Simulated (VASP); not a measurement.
Energy against volume of SiC (zinc blende). Computed with HSE06 screened hybrid, VASP's PBE PAW potentials (set 64) (plane waves; VASP). Numerical set-up: 520 eV cut-off, 8×8×8 Γ-centred mesh, Gaussian smearing of 0.050 eV, potentials Si C.

```csv
V (Å³/atom),E (eV/atom)
9.554,-8.69070
9.869,-8.71903
10.184,-8.73042
10.499,-8.72721
```

Fit these four points and predict the energy of the run at 10.814 Å³/atom.

A cubic in V^(−2/3), the third-order Birch-Murnaghan form, passes through the four points with V0 = 10.27 Å³/atom and B0 = 232 GPa, and gives -8.7114 eV/atom there. The run gave -8.7114 eV/atom, +0.0 meV/atom from the fit; all five points give B0 = 233 GPa.

The compound is SiC in the zinc blende structure. It was relaxed first. The cell's shape comes from a PBE relaxation.
